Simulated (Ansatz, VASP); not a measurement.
# Sb (Antimony): VASP beside Ansatz

Wanted: the spread between two codes on one cell, functional and k mesh. The cell is taken from a series of runs on this material, whose earlier steps may have relaxed, scaled, displaced or heated it; both programs get it as it stands.

Main program and level: Ansatz 0.2.0; plane waves, with VASP 6.6.1 beside it; zone-centre phonons at LDA.

## (1) The structure

It takes space group R-3m (No. 166, trigonal). The conventional cell has a = 4.324 Å, b = 4.324 Å, c = 10.634 Å, α = 90.00°, β = 90.00°, γ = 120.00°. Sb has 6 Sb at 2.91 to 3.23 Å nearest.

Coordinates:

```cif
data_structure
_symmetry_space_group_name_H-M 'R-3m:H'
_symmetry_Int_Tables_number 166
_cell_length_a 4.3245
_cell_length_b 4.3245
_cell_length_c 10.6340
_cell_angle_alpha 90.000
_cell_angle_beta 90.000
_cell_angle_gamma 120.000
_cell_volume 172.23
loop_
_atom_site_label
_atom_site_type_symbol
_atom_site_symmetry_multiplicity
_atom_site_Wyckoff_symbol
_atom_site_fract_x
_atom_site_fract_y
_atom_site_fract_z
_atom_site_occupancy
Sb1 Sb 6 c 0.33333 0.66667 0.90390 1
```

## (2) Ansatz: zone-centre phonons, LDA

Ansatz runs on its PAW soft_1 files.

Second derivatives magnify differences that forces hide, and they need a tight electronic threshold.

The input, input.yaml:

```yaml
crystal:
  lattice:
    - [2.1622415762, 1.2483707561, 3.5446748934]
    - [-2.1622415762, 1.2483707561, 3.5446748934]
    - [0.0, -2.4967415122, 3.5446748934]
  atoms:
    - { symbol: Sb, position: [0.2372288256, 0.2372288255, 0.2372288256] }
    - { symbol: Sb, position: [0.7627711744, 0.7627711745, 0.7627711744] }
kpoints:
  mp_grid: { grid: [12, 12, 12] }
hamiltonian:
  xc: lda
  pseudopotentials: { kind: paw, azcp: { folder: soft_1 }, xc_functional: pbe }
scf:
  occupations: { method: methfessel_paxton, width: 0.2 }
output:
  eigenvalues: true
phonons:
  method: dfpt
```

Run with:

```
> ansatz run input.yaml --threads 4 --pin off --max-ram 10240MiB --backend cpu --events-out ev --progress --plain --runs-dir out
```

Numbers of over 12 decimals in the logs are rounded to 6 here.

The log of the run:

```text
Engine: ansatz 0.2.0, x86_64-unknown-linux-gnu
Pseudopotentials: kind: paw
Pseudopotential: Sb, paw, valence charge 15, recommended cutoff 420 eV (normal), soft_1/Sb.paw.azcp
Functional definition: SPW92
  exchange = slater_x
  correlation = pw_c
Crystal: 2 atoms, lattice volume = 57.408 Å³
Basis set: ecut = 420 eV, 1139 PW (Γ), exchange–correlation on 60×60×60 points (8 copies of the dense FFT grid, shifted against one another)
Bands: 19, of which v1, the nominal top of the filled ones, is band 15 counted from 1 (14 counted from 0)
Symmetry: 12 space group operations
k-points: 476 of 1728 (irreducible under 2 space group operations, time reversal used)
Non-local potential: Sb, projectors of the file, l = 0: 2, l = 1: 2, l = 2: 2, l = 3: 1
PAW form: soft (Blöchl's): semilocal exchange-correlation on the pseudo side does not see the compensation charge
PAW frozen core: Sb, regenerated for the run's functional, and the local potential with it (the file was generated under x = pbe(κ = 0.804, μ = 0.219515), c = pbe(β = 0.066725))
PAW one-centre angular grid: Sb, 590 points (default); XC on 64 Gauss nodes
Initial density: superposition of atomic densities (chi_scale 0.1, normalization cell)
Initial wavefunctions: pseudopotential atomic-orbital guess
Functional: x = slater, c = lda
SCF iter   1: F=—  HF=-12671.785393 eV  |F-HF|=—  |Δ(HF+E_count)|=         —  Δρ=1.47e-2  dr2=1.02e-1  ethr=3.10e-3  ⟨swp⟩=5.9  Hψ=48134  notcnv=0
preconditioner: auto → Kerker (q_TF=auto, 2.449 Å⁻¹)  [metal: Δε(μ)=0.049 eV  Ē_g=8.903 eV  σ=0.200 eV  W_gap=0.20  n_scr=14 (ndim 8)  ℏωp=15.5 eV  f_vac=0.000  D(μ)=0.21/eV (n_scr^D=0)]
SCF iter   2: F=—  HF=-12671.768596 eV  |F-HF|=—  |Δ(HF+E_count)|=   1.68e-2  S|Δr|=    0.00e0  Δρ=9.36e-3  dr2=4.39e-2  ethr=3.38e-4  ⟨swp⟩=1.1  Hψ=12902  notcnv=0
SCF iter   3: F=—  HF=-12671.760278 eV  |F-HF|=—  |Δ(HF+E_count)|=   8.32e-3  S|Δr|=    0.00e0  Δρ=1.45e-3  dr2=1.92e-3  ethr=1.46e-4  ⟨swp⟩=1.8  Hψ=14182  notcnv=0
SCF iter   4: F=—  HF=-12671.760084 eV  |F-HF|=—  |Δ(HF+E_count)|=   1.94e-4  S|Δr|=    0.00e0  Δρ=4.81e-4  dr2=2.04e-4  ethr=6.40e-6  ⟨swp⟩=1.7  Hψ=11156  notcnv=0
SCF iter   5: F=—  HF=-12671.760097 eV  |F-HF|=—  |Δ(HF+E_count)|=   1.32e-5  S|Δr|=    0.00e0  Δρ=1.13e-4  dr2=6.26e-6  ethr=6.81e-7  ⟨swp⟩=2.4  Hψ=11617  notcnv=0
SCF iter   6: F=—  HF=-12671.760096 eV  |F-HF|=—  |Δ(HF+E_count)|=   1.62e-6  S|Δr|=    0.00e0  Δρ=2.57e-5  dr2=2.40e-7  ethr=2.09e-8  ⟨swp⟩=2.0  Hψ=16230  notcnv=0
SCF iter   7: F=—  HF=-12671.760095 eV  |F-HF|=—  |Δ(HF+E_count)|=   3.16e-7  S|Δr|=    0.00e0  Δρ=8.17e-6  dr2=2.72e-8  ethr=8.01e-10  ⟨swp⟩=2.0  Hψ=16270  notcnv=0
SCF iter   8: F=—  HF=-12671.760095 eV  |F-HF|=—  |Δ(HF+E_count)|=  6.71e-10  S|Δr|=    0.00e0  Δρ=1.45e-6  dr2=2.10e-9  ethr=9.07e-11  ⟨swp⟩=2.8  Hψ=16421  notcnv=0
SCF iter   9: F=—  HF=-12671.760095 eV  |F-HF|=—  |Δ(HF+E_count)|=  2.73e-11  S|Δr|=    0.00e0  Δρ=4.67e-7  dr2=2.06e-10  ethr=6.99e-12  ⟨swp⟩=2.0  Hψ=10578  notcnv=0
SCF iter  10: F=—  HF=-12671.760095 eV  |F-HF|=—  |Δ(HF+E_count)|=  3.82e-11  S|Δr|=    0.00e0  Δρ=1.66e-7  dr2=1.95e-11  ethr=1.00e-12  ⟨swp⟩=3.0  Hψ=16800  notcnv=0
SCF iter  11: F=-12671.760095 eV  HF=-12671.760095 eV  |F-HF|=3.64e-12  |Δ(HF+E_count)|=  7.28e-12  S|Δr|=    0.00e0  Δρ=7.62e-8  dr2=3.63e-12  ethr=1.00e-12  ⟨swp⟩=5.9  Hψ=40795  notcnv=0
SCF 1 converged in 11 iterations: F = -12671.760095 eV  dr2 = 3.63e-12
  greatest PAW one-centre occupation: 0.997 electrons in one spin orbital (limit 2), on the Sb atom at site 1 (counted from 0), in its partial waves of l = 2
DFPT response loops at Γ: preconditioner auto → Kerker (q_TF=auto, 2.449 Å⁻¹) (partly filled bands, converged f_vac=0.000); β = 1.00, the filter's whole step (`scf.mixing.beta` (0.50) is not read by the response loops under this deck's `scf.mixing.preconditioner`; to damp them name `kerker` or `kerker_dos`, under which they read `scf.mixing.beta`, and type it under 1.00, their step now; both keys bind the ground state too); Broyden in place of MSR1
SCF converged after 11 iterations
Stability not checked: this state was not tested for a lower state beside it, because cold or Methfessel-Paxton smearing, or corrected tetrahedra, fill the levels in a way that the test cannot read (fill_not_monotonic; see scf.lower_state_search)
Free energy (F): -12671.760095 eV
Harris-Foulkes:  -12671.760095 eV  (|F-HF|=3.64e-12)
Internal energy: -12671.762144 eV  (E = F + TS)
E sigma→0 (E₀):  -12671.760608 eV
Entropy (-TS):   0.002049 eV (1.025 meV/atom)
Fermi energy:    10.592996 eV
Step filling:    the computed levels leave a gap of 0.0000 eV = 0.0 smearing widths at the electron count; against every level under it full and every level over it empty, smearing changes F+E_penalty+E_count by +0.436 meV and its σ→0 estimate by -0.076 meV
--- Per-component energies (eV) ---
  E_band       = -318.139917
  E_kinetic    = 329.135464
  E_local      = -3083.436534  (includes V_loc(G=0)·N_el)
  E_nonlocal   = 787.675568
  E_hartree    = 1275.355846
  E_xc         = -198.239551
  E_vxc        = -183.926688  (∫ρ·V_xc dr)
  E_paw        = -8789.706652  (= ΣΔE_a)
  E_vpaw       = -718.299670  (= ΣTr[D̂ρ^β])
  E_aug_tail   = 0.000248  (compensation charges beyond the density's cutoff)
  E_ewald      = -2993.664156
  E_core_change = 1.117622  (= ΣΔE_core)
  E_smearing   = 0.002049  (= −TS)
  E_closure    = -0.000000  (closes the sum)
  Σ components = -12671.760095   (vs F -12671.760095, Δ=0.00e0)
--- Band table (eV; the first three rows and the last of 476) ---
  k-point 0: bands = [... 11 lower, 6.0644, 8.7270, 8.7270, 8.9486, 13.2280, 13.6687, 13.6687, 15.5893]
  k-point 1: bands = [... 11 lower, 5.6295, 8.7292, 8.8911, 9.0573, 13.0685, 13.4143, 13.4506, 15.3715]
  k-point 2: bands = [... 11 lower, 4.6818, 8.7436, 8.9453, 9.4817, 12.6003, 12.7954, 12.9241, 15.2743]
  k-point 475: bands = [... 11 lower, 1.3422, 9.3499, 9.3499, 10.0874, 10.4172, 10.4172, 11.4030, 18.4272]
--- Phonons (Γ-DFPT): 2 representative perturbations + reference, on 476 of 1728 k-points (Σ response iterations 6) ---
  k mesh reduced under 2 symmetry operations, with k and −k counted as one. Each operation leaves every solved perturbation unchanged. A smaller set is not used because it would not reduce the number of displacements times k-points to solve
  ASR residual: 4.171e-5 → 0.000e0 eV/Å²; symmetrization residual: 1.680e-5 eV/Å²
  ASR residual per site (eV/Å²): 4.17e-5 4.17e-5
  Γ frequencies (cm⁻¹): 0.00 0.00 0.00 74.46 74.46 135.85
  non-analytic LO–TO correction: not included (Born effective charges unavailable; polar crystals: no LO–TO splitting at Γ)
```

The column dr2 measures how far the density is from self-consistency, as an energy; F and HF (Harris–Foulkes) agree once it is small.

## (3) VASP: zone-centre phonons, LDA

The same cell, functional (in two slightly different forms), mesh and smearing now go to VASP, with its own data sets.

Lines of VASP's logs that name or quote its potential files are left out, and so is its time.

The input, INCAR:

```
SYSTEM = Sb
PREC = Accurate
ENCUT = 500
EDIFF = 1E-08
NELM = 120
ISMEAR = 1
SIGMA = 0.2
LREAL = .FALSE.
ALGO = Normal
GGA = PW92
NBANDS = 11
LORBIT = 11
LWAVE = .FALSE.
LCHARG = .FALSE.
ISIF = 2
IBRION = 8
LASPH = .TRUE.
GGA_COMPAT = .FALSE.
KPAR = 2
```

The input, POSCAR:

```
Sb
1.0
    2.1622415762      1.2483707561      3.5446748934
   -2.1622415762      1.2483707561      3.5446748934
    0.0000000000     -2.4967415122      3.5446748934
Sb
2
Direct
    0.2372288256      0.2372288255      0.2372288256
    0.7627711744      0.7627711743      0.7627711744
```

The input, KPOINTS:

```
Automatic mesh
0
Gamma
12 12 12
0 0 0
```

PAW data sets: Sb (LDA family, release 64).

Run with:

```
> mpirun -np 2 vasp_std
```

The log of the run:

```text
[banner, memory and clock lines left out]
running    2 mpi-ranks, on    1 nodes
 distrk:  each k-point on    1 cores,    2 groups
 distr:  one band on    1 cores,    1 groups

 POSCAR found type information on POSCAR Sb
 POSCAR found :  1 types and       2 ions
|                                                                             |
|               ----> ADVICE to this user running VASP <----                  |
|                                                                             |
|     You enforced a specific xc type in the INCAR file but a different       |
|     [... a line on the potential file left out ...]
|     I HOPE YOU KNOW WHAT YOU ARE DOING!                                     |
|                                                                             |

 LDA part: xc-table for (Slater(with rela. corr.)+PW92), standard interpolation
 POSCAR, INCAR and KPOINTS ok, starting setup
 FFT: planning ... GRIDC
 FFT: planning ... GRID_SOFT
 FFT: planning ... GRID
 WAVECAR not read
 entering main loop
       N       E                     dE             d eps       ncg     rms          rms(c)
DAV:   1     0.364891931939E+02    0.36489E+02   -0.35576E+03  4158   0.698E+02
DAV:   2    -0.767035506309E+01   -0.44160E+02   -0.42849E+02  5694   0.115E+02
DAV:   3    -0.961731521638E+01   -0.19470E+01   -0.19209E+01  5040   0.274E+01
DAV:   4    -0.963529630844E+01   -0.17981E-01   -0.17974E-01  4702   0.311E+00
DAV:   5    -0.963550413189E+01   -0.20782E-03   -0.20782E-03  4856   0.375E-01    0.325E+00
DAV:   6    -0.962053337203E+01    0.14971E-01   -0.32757E-03  4653   0.311E-01    0.194E+00
DAV:   7    -0.961214464910E+01    0.83887E-02   -0.69839E-03  4539   0.448E-01    0.559E-02
DAV:   8    -0.961214979624E+01   -0.51471E-05   -0.21766E-04  4671   0.104E-01    0.177E-02
DAV:   9    -0.961215323896E+01   -0.34427E-05   -0.14887E-05  4785   0.239E-02    0.678E-03
DAV:  10    -0.961215289083E+01    0.34813E-06   -0.17201E-06  4731   0.726E-03    0.897E-04
DAV:  11    -0.961215292516E+01   -0.34329E-07   -0.15458E-07  4692   0.249E-03    0.359E-04
DAV:  12    -0.961215292381E+01    0.13537E-08   -0.98184E-09  2859   0.557E-04
   1 F= -.96121529E+01 E0= -.96128245E+01  d E =0.201480E-02
 Linear response reoptimize wavefunctions to high precision
DAV:   1    -0.961215292401E+01   -0.20066E-09   -0.17952E-09  3606   0.291E-04
DAV:   2    -0.961215292401E+01   -0.33538E-11   -0.14655E-10  2415   0.913E-05
 Linear response DOF=           2
 Linear response progress:
  Degree of freedom:   1/  2
       N       E                     dE             d eps       ncg     rms          rms(c)
RMM:   1    -0.262215838852E-01   -0.26222E-01    0.21373E-02 38907   0.123E+00
RMM:   2    -0.258011724786E-01    0.42041E-03   -0.17527E-03 30126   0.255E-01    0.512E-02
RMM:   3    -0.258192018072E-01   -0.18029E-04   -0.54500E-05 31661   0.418E-02    0.302E-02
RMM:   4    -0.258895423699E-01   -0.70341E-04   -0.26741E-05 31783   0.206E-02    0.222E-03
RMM:   5    -0.258949037917E-01   -0.53614E-05   -0.25098E-06 32628   0.376E-03    0.107E-03
RMM:   6    -0.258959965964E-01   -0.10928E-05    0.16517E-07 31199   0.881E-04    0.293E-04
RMM:   7    -0.258950560673E-01    0.94053E-06    0.28868E-07 33545   0.222E-04    0.101E-04
RMM:   8    -0.258950583351E-01   -0.22678E-08    0.66886E-08 33419   0.591E-05    0.211E-05
 first order change of Fermi-energy  -0.14119E-04
 force on displaced ion       1 direction 1 :  -1.426   0.000   0.000
 Linear response progress:
  Degree of freedom:   2/  2
       N       E                     dE             d eps       ncg     rms          rms(c)
RMM:   1    -0.268544216885E-01   -0.26854E-01    0.12092E-02  8136   0.123E+00
RMM:   2    -0.255126110743E-01    0.13418E-02   -0.17372E-03  6531   0.264E-01    0.474E-02
RMM:   3    -0.254289516047E-01    0.83659E-04   -0.43379E-05  6885   0.445E-02    0.282E-02
RMM:   4    -0.253746313166E-01    0.54320E-04   -0.23753E-05  6745   0.239E-02    0.636E-03
RMM:   5    -0.253838118048E-01   -0.91805E-05   -0.74964E-07  6961   0.503E-03    0.224E-03
RMM:   6    -0.253857384256E-01   -0.19266E-05   -0.44718E-08  7012   0.104E-03    0.766E-04
RMM:   7    -0.253850251881E-01    0.71324E-06    0.78973E-09  7088   0.289E-04    0.190E-04
RMM:   8    -0.253850409354E-01   -0.15747E-07    0.29420E-09  7183   0.540E-05    0.254E-05
RMM:   9    -0.253850496044E-01   -0.86690E-08   -0.19205E-10  7233   0.202E-05    0.153E-05
 first order change of Fermi-energy  -0.44803E+00
 force on displaced ion       1 direction 3 :   0.000   0.000  -4.318
 Linear response finished
```

From OUTCAR (step 3):

```text
ion  position               nearest neighbor table
   1  0.237  0.237  0.237-   2 2.91   2 2.91   2 2.91   2 3.23   2 3.23   2 3.23
   2  0.763  0.763  0.763-   1 2.91   1 2.91   1 2.91   1 3.23   1 3.23   1 3.23

  LATTYP: Found a trigonal (rhomboedric) cell.
 ALAT       =     4.3357165819
 COS(alpha) =     0.5025875485

 Subroutine GETGRP returns: Found 12 space group operations
 (whereof 12 operations were pure point group operations)

The static configuration has the point symmetry D_3d.

 Found    189 irreducible k-points:

   k-points           NKPTS =    189   k-points in BZ     NKDIM =    189   number of bands    NBANDS=     11

   dimension x,y,z NGX =    32 NGY =   32 NGZ =   32
   dimension x,y,z NGXF=    64 NGYF=   64 NGZF=   64

   ENCUT  =  500.0 eV  36.75 Ry    6.06 a.u.   7.91  7.91  7.91*2*pi/ulx,y,z

   NELECT =      10.0000    total number of electrons

 k-points in reciprocal lattice and weights: Automatic mesh
   0.00000000  0.00000000  0.00000000       0.001
   0.08333333 -0.00000000 -0.00000000       0.003
   0.16666667  0.00000000  0.00000000       0.003
   0.25000000 -0.00000000 -0.00000000       0.003
   0.33333333  0.00000000 -0.00000000       0.003
   0.41666667 -0.00000000 -0.00000000       0.003
   0.50000000 -0.00000000 -0.00000000       0.002
   0.08333333  0.08333333 -0.00000000       0.003
   0.16666667  0.08333333 -0.00000000       0.007
[...]
-0.41666667  0.50000000  0.41666667       0.003
   0.50000000  0.50000000  0.50000000       0.001

 average (electrostatic) potential at core
       1 -86.1811       2 -86.1811

  Total        0.1075233      0.1075233      0.5880981      0.0000000     -0.0000000     -0.0000000
  in kB        3.0008046      3.0008046     16.4128836      0.0000000     -0.0000000     -0.0000000
  external PRESSURE =       7.4714976 kB  Pullay stress =       0.0000000 kB

  energy-cutoff  :      500.00
  volume of cell :       57.41
      direct lattice vectors                 reciprocal lattice vectors
     2.162241576  1.248370756  3.544674893     0.231241507  0.133507346  0.094037773
    -2.162241576  1.248370756  3.544674893    -0.231241507  0.133507346  0.094037773
     0.000000000 -2.496741512  3.544674893     0.000000000 -0.267014692  0.094037773

 POSITION                                       TOTAL-FORCE (eV/Angst)
 -----------------------------------------------------------------------------------
      0.00000     -0.00000      2.52270         0.000000     -0.000000      0.054161
      0.00000     -0.00000      8.11133         0.000000      0.000000     -0.054161
 -----------------------------------------------------------------------------------
    total drift:                               -0.000000      0.000000      0.000000

 Eigenvectors and eigenvalues of the dynamical matrix
 ----------------------------------------------------

   1 f  =    4.163515 THz    26.160138 2PiTHz  138.879921 cm-1    17.218908 meV
             X         Y         Z           dx          dy          dz
      0.000000 -0.000000  2.522697    -0.000000    0.000000    0.707107
      0.000000 -0.000000  8.111327     0.000000    0.000000   -0.707107

   2 f  =    2.392577 THz    15.033005 2PiTHz   79.807779 cm-1     9.894899 meV
             X         Y         Z           dx          dy          dz
      0.000000 -0.000000  2.522697     0.000005    0.707107   -0.000000
      0.000000 -0.000000  8.111327    -0.000005   -0.707107    0.000000

   3 f  =    2.392577 THz    15.033005 2PiTHz   79.807779 cm-1     9.894899 meV
             X         Y         Z           dx          dy          dz
      0.000000 -0.000000  2.522697    -0.707107    0.000005    0.000000
      0.000000 -0.000000  8.111327     0.707107   -0.000005    0.000000

   4 f  =    0.000000 THz     0.000000 2PiTHz    0.000000 cm-1     0.000000 meV
             X         Y         Z           dx          dy          dz
      0.000000 -0.000000  2.522697    -0.000000    0.000000    0.707107
      0.000000 -0.000000  8.111327     0.000000    0.000000    0.707107

   5 f/i=    0.000000 THz     0.000000 2PiTHz    0.000000 cm-1     0.000000 meV
             X         Y         Z           dx          dy          dz
      0.000000 -0.000000  2.522697    -0.658416   -0.257854    0.000000
      0.000000 -0.000000  8.111327    -0.658416   -0.257854    0.000000

   6 f/i=    0.000000 THz     0.000000 2PiTHz    0.000001 cm-1     0.000000 meV
             X         Y         Z           dx          dy          dz
      0.000000 -0.000000  2.522697    -0.257854    0.658416   -0.000000
      0.000000 -0.000000  8.111327    -0.257854    0.658416    0.000000

 ELASTIC MODULI CONTR FROM IONIC RELAXATION (kBar)
 Direction    XX          YY          ZZ          XY          YZ          ZX
 --------------------------------------------------------------------------------
 XX         -83.4107    -64.8530   -120.3734      0.0000     44.8656      0.0000
 YY         -64.8530    -83.4107   -120.3734     -0.0000    -44.8656     -0.0000
 ZZ        -120.3734   -120.3734   -195.4594      0.0000     -0.0000     -0.0000
 XY           0.0000     -0.0000      0.0000     -9.2788     -0.0000     42.2221
 YZ          44.8656    -44.8656     -0.0000     -0.0000   -216.9374     -0.0000
 ZX           0.0000     -0.0000     -0.0000     42.2221     -0.0000   -192.1264
 --------------------------------------------------------------------------------
```

## (4) Differences

Known differences besides the potentials themselves: the data sets hold 30 valence electrons in Ansatz (on its PAW soft_1 files) and 10 in VASP; the cutoff is 420 eV in Ansatz and 500 eV in VASP; VASP's log shows a relativistic correction to its local exchange, Ansatz's none. Total energies have different zeros and are not compared.

Compared:

```csv
quantity,Ansatz,VASP,difference
optical mode 1 to 2 (cm⁻¹),74.5,79.8,-6.70 %
optical mode 3 (cm⁻¹),135.8,138.9,-2.18 %
```

Modes are paired by rising frequency, not by their patterns, so a pair may set unlike modes beside each other; they are those without the splitting of longitudinal modes.

## (5) Summary of results

```
r.m.s. difference of the optical zone-centre modes, each program's sorted by frequency (zone-centre phonons, LDA) : 4.7 cm⁻¹
difference in optical mode 1 to 2 (zone-centre phonons, LDA)                                                      : -6.7 %
```

The r.m.s. difference of the optical zone-centre modes, each program's sorted by frequency is 4.7 cm⁻¹ (zone-centre phonons, LDA). The data sets hold unlike numbers of valence electrons (30 in Ansatz and 10 in VASP), so part of the differences comes from the potentials. Among the rows given in per cent, the largest difference of the zone-centre phonons, LDA pair is in optical mode 1 to 2, -6.7 %. How closely two codes agree says nothing of how well the functional describes the real material.

[Lines on the potential files, build, host, timing and source positions are cut from VASP's logs without a mark.]

[Logs are printed without paths, hosts, clocks, repeated set-up lines and the standing remarks that a program may print on its own settings, such as how far it seeks lower states.]

[Hosts, paths, dates, database ids (printed as entryN), source tags and the programs' standing remarks are cut or masked in the printed files.]
